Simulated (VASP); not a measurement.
An input for Ansatz (written as the equivalent of a VASP run, and not itself run):

Ansatz 0.2 input:
```yaml
crystal:
  lattice:
    - [0.0000000, 2.7852897, 2.7852897]
    - [2.7852897, 0.0000000, 2.7852897]
    - [2.7852897, 2.7852897, 0.0000000]
  atoms:
    - { symbol: Ba, position: [0.0000000, 0.0000000, 0.0000000] }
    - { symbol: O, position: [0.5000000, 0.5000000, 0.5000000] }
kpoints:
  mp_grid: { grid: [8, 8, 8] }
hamiltonian:
  xc: pbe
  dispersion: d3bj
  pseudopotentials: { kind: paw }
scf:
  occupations: { method: gaussian, width: 0.05 }
  max_iter: 100
output: { forces: true, stress: true, eigenvalues: true }
```

Translate this input to VASP (INCAR, KPOINTS, POSCAR, choice of POTCAR).

Several could match; the one computed here: 
**KPOINTS**
```
Automatic mesh
0
G
8 8 8
```

INCAR:
```
SYSTEM = BaO
PREC = Accurate
ENCUT = 520
EDIFF = 1E-7
NELM = 100
ALGO = Normal
LREAL = .FALSE.
LASPH = .TRUE.
ISMEAR = 0
SIGMA = 0.05
GGA = PE
IVDW = 12
LMAXMIX = 4
LWAVE = .FALSE.
LCHARG = .FALSE.
ISIF = 2
```

**POSCAR**
```
BaO
3.9389940
  0.0000000000   0.7071068540   0.7071068540
  0.7071068540   0.0000000000   0.7071068540
  0.7071068540   0.7071068540   0.0000000000
Ba O
1 1
Cart
  0.0000000000   0.0000000000   0.0000000000
  0.7071068540   0.7071068540   0.7071068540
```

POTCAR, in this order: Ba_sv O (PBE.64 set). Program: vasp_std.

The two are equivalent in intent, not identical: each code has its own PAW files, so the cut-off isn't converted (ENCUT is set for VASP's; basis.ecutwfc is left out, and Ansatz then takes the one that its files recommend); Ansatz stops its SCF on the density residual and VASP on the energy change (EDIFF).

The compound is BaO in the rock salt structure. It was relaxed first.
